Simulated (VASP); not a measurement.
All values below come from PBE GGA, VASP's PBE PAW potentials (set 64) (plane waves; VASP 6.6.1).

Input for VASP

**INCAR**
```
# general
SYSTEM =GaSb
PREC   =Accurate
ENCUT  =400   # plane-wave cut-off (eV)
LREAL  =.FALSE.   # projection in real space or not
LASPH  =.TRUE.

# electronic loop
EDIFF  =1E-6
NELM   =100
ALGO   =Normal
LMAXMIX=4   # l cut-off of mixed one-centre charges

# smearing
ISMEAR =2
SIGMA  =0.05   # width (eV)

# functional
GGA    =PE

# ions
ISIF   =2   # forces and stress, cell fixed

# output
LWAVE  =.FALSE.
LCHARG =.FALSE.
```

**KPOINTS**
```
K-points
0
G
 7 7 7
```

**POSCAR**
```
GaSb
1
    0.0000000000     3.0500000000     3.0500000000
    3.0500000000     0.0000000000     3.0500000000
    3.0500000000     3.0500000000     0.0000000000
Ga Sb
1 1
Direct
  0.0000000000   0.0000000000   0.0000000000
  0.2500000000   0.2500000000   0.2500000000
```

POTCAR, in this order: Ga_d Sb (PBE.64 set). Program: vasp_std.

The resulting files:

OSZICAR:
```
       N       E                     dE             d eps       ncg     rms          rms(c)
DAV:   1     0.689759761102E+02    0.68976E+02   -0.78402E+03   528   0.151E+03
DAV:   2    -0.231483363867E+01   -0.71291E+02   -0.69082E+02   565   0.270E+02
DAV:   3    -0.729964391214E+01   -0.49848E+01   -0.48733E+01   660   0.662E+01
DAV:   4    -0.738343728560E+01   -0.83793E-01   -0.83788E-01   568   0.981E+00
DAV:   5    -0.738591260119E+01   -0.24753E-02   -0.24752E-02   694   0.144E+00    0.323E+00
DAV:   6    -0.734072465902E+01    0.45188E-01   -0.73880E-02   755   0.482E+00    0.197E+00
DAV:   7    -0.732738753491E+01    0.13337E-01   -0.45349E-02   610   0.198E+00    0.346E-01
DAV:   8    -0.732834618368E+01   -0.95865E-03   -0.48957E-03   643   0.978E-01    0.814E-02
DAV:   9    -0.732885026773E+01   -0.50408E-03   -0.79765E-04   570   0.241E-01    0.391E-02
DAV:  10    -0.732886786937E+01   -0.17602E-04   -0.34566E-05   656   0.461E-02    0.108E-02
DAV:  11    -0.732889483394E+01   -0.26965E-04   -0.43071E-05   555   0.507E-02    0.426E-03
DAV:  12    -0.732889545155E+01   -0.61761E-06   -0.96765E-07   489   0.108E-02
   1 F= -.73288955E+01 E0= -.73289057E+01  d E =0.410123E-04
```

File OUTCAR:
```
------------------------ aborting loop because EDIFF is reached ----------------------------------------
  FORCE on cell =-STRESS in cart. coord.  units (eV):
  Direction    XX          YY          ZZ          XY          YZ          ZX
  --------------------------------------------------------------------------------------
  Total        0.9580429      0.9580429      0.9580429      0.0000000     -0.0000000      0.0000000
  in kB       27.0499229     27.0499229     27.0499229      0.0000000     -0.0000000      0.0000000
  external PRESSURE =      27.0499229 kB  Pullay stress =       0.0000000 kB
  volume of cell :       56.75
      direct lattice vectors                 reciprocal lattice vectors
     0.000000000  3.050000000  3.050000000    -0.163934426  0.163934426  0.163934426
     3.050000000  0.000000000  3.050000000     0.163934426 -0.163934426  0.163934426
     3.050000000  3.050000000  0.000000000     0.163934426  0.163934426 -0.163934426
  FREE ENERGIE OF THE ION-ELECTRON SYSTEM (eV)
  ---------------------------------------------------
  free  energy   TOTEN  =        -7.3288954516 eV

  energy  without entropy=       -7.3289364638  energy(sigma->0) =       -7.32890570
```
(Selected blocks of OUTCAR.)

File OUTCAR:
```
 val. band max:        4.9643172970   @ k =   0.0000   0.0000   0.0000

 cond. band min:       5.0619350015   @ k =   0.0000   0.0000   0.0000


 Fermi energy:         4.9973928682

 k-point     1 :       0.0000    0.0000    0.0000
  band No.  band energies     occupation
      1     -10.0926      2.00000
      2     -10.0926      2.00000
      3     -10.0926      2.00000
      4     -10.0417      2.00000
      5     -10.0417      2.00000
      6      -6.5743      2.00000
      7       4.9643      2.01942
      8       4.9643      2.01942
      9       4.9643      2.01941
     10       5.0619     -0.05825
     11       7.7353      0.00000
     12       7.7353      0.00000
     13       7.7353      0.00000

 k-point     2 :       0.1429    0.0000    0.0000
  band No.  band energies     occupation
      1     -10.0983      2.00000
      2     -10.0905      2.00000
      3     -10.0905      2.00000
      4     -10.0422      2.00000
      5     -10.0422      2.00000
      6      -6.3637      2.00000
      7       2.6585      2.00000
      8       4.6433      2.00000
      9       4.6433      2.00000
     10       6.0293      0.00000
     11       8.1701      0.00000
     12       8.1701      0.00000
     13       8.6226      0.00000

 k-point     3 :       0.2857    0.0000    0.0000
  band No.  band energies     occupation
      1     -10.1107      2.00000
      2     -10.0856      2.00000
      3     -10.0856      2.00000
      4     -10.0424      2.00000
      5     -10.0424      2.00000
      6      -5.7769      2.00000
      7       0.3962      2.00000
      8       4.1371      2.00000
      9       4.1371      2.00000
     10       5.6925      0.00000
     11       8.6836      0.00000
     12       8.6836      0.00000
     13      10.7696      0.00000

 k-point     4 :       0.4286    0.0000    0.0000
  band No.  band energies     occupation
      1     -10.1202      2.00000
      2     -10.0824      2.00000
      3     -10.0824      2.00000
...
```

Unless said otherwise, spin-orbit coupling is left out, though it shifts the bands of the heavy elements here.

The compound is GaSb in the zinc blende structure. The cell was not relaxed at this level. The run is one of a series of settings (ISMEAR = 2 against the base run), some of them coarse on purpose.
